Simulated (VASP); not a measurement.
Data:

```
Cu2O
1.0
    4.19118     0.00000     0.00000
    0.00000     4.19118     0.00000
    0.00000     0.00000     4.19118
Cu O
4 2
Direct
  0.75000   0.25000   0.75000
  0.25000   0.75000   0.75000
  0.75000   0.75000   0.25000
  0.25000   0.25000   0.25000
  0.00000   0.00000   0.00000
  0.50000   0.50000   0.50000
```

These are PBEsol GGA, VASP's PBE PAW potentials (set 64) (plane waves; VASP) values and carry that method's errors. Numerical set-up: 520 eV cut-off, 5×5×5 Γ-centred mesh, Gaussian smearing of 0.050 eV, potentials Cu O.

Problem. Give the stress tensor in GPa (positive for a compressed cell).

Solution. 
```
4.09  0.00  0.00
0.00  4.09  0.00
0.00  0.00  4.09
```
The pressure is its mean diagonal, 4.09 GPa.

The compound is Cu2O in the cuprite structure. This cell is one point of a volume scan, at 0.97 of the reference volume.
